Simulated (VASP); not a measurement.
Input for VASP

File POSCAR:
```
AuAl2
1
   -0.0000000000     3.0133904743     3.0133904743
    3.0133904743    -0.0000000000     3.0133904743
    3.0133904743     3.0133904743     0.0000000000
Al Au
2 1
Direct
  0.2500000000   0.2500000000   0.2500000000
  0.7500000000   0.7500000000   0.7500000000
  0.0000000000   0.0000000000   0.0000000000
```

INCAR:
```
SYSTEM = AuAl2
PREC = Accurate
ENCUT = 520
EDIFF = 1E-7
NELM = 100
ALGO = Normal
LREAL = .FALSE.
LASPH = .TRUE.
ISMEAR = -5
GGA = MK
PARAM1 = 0.1234
PARAM2 = 1.0
LUSE_VDW = .TRUE.
AGGAC = 0.0
LMAXMIX = 6
LWAVE = .FALSE.
LCHARG = .TRUE.
LORBIT = 11
NEDOS = 601
ISIF = 2
LEFG = .TRUE.
```

File KPOINTS:
```
Automatic mesh
0
Gamma
10 10 10
0 0 0
```

POTCAR, in this order: Al Au (PBE.64 set). Program: vasp_std.

### Question
Translate this optB86b-vdW calculation to Quantum ESPRESSO's pw.x.

### Answer
One equivalent input (not run):
```
&CONTROL
  calculation = 'scf'
  pseudo_dir = './pseudo'
  outdir = './out'
  tprnfor = .true.
  tstress = .true.
/
&SYSTEM
  ibrav = 0
  nat = 3
  ntyp = 2
  ecutwfc = 76
  occupations = 'tetrahedra'
  input_dft = 'vdw-df-ob86'
/
&ELECTRONS
  conv_thr = 7.3e-09
  electron_maxstep = 100
/
ATOMIC_SPECIES
  Al 26.982 Al.upf
  Au 196.967 Au.upf
CELL_PARAMETERS angstrom
    -0.0000000    3.0133905    3.0133905
     3.0133905   -0.0000000    3.0133905
     3.0133905    3.0133905    0.0000000
ATOMIC_POSITIONS crystal
  Al   0.2500000  0.2500000  0.2500000
  Al   0.7500000  0.7500000  0.7500000
  Au   0.0000000  0.0000000  0.0000000
K_POINTS automatic
  10 10 10 0 0 0
```
The two are equivalent in intent, not identical: the potentials are each code's own (VASP's PAW set, PseudoDojo norm-conserving files in pw.x), so ENCUT and ecutwfc are chosen apart and not converted; conv_thr bounds pw.x's estimated SCF error, while EDIFF bounds the energy change between steps; the field gradients of LEFG aren't asked of the other code.

The compound is AuAl2 in the fluorite structure. It was relaxed first.
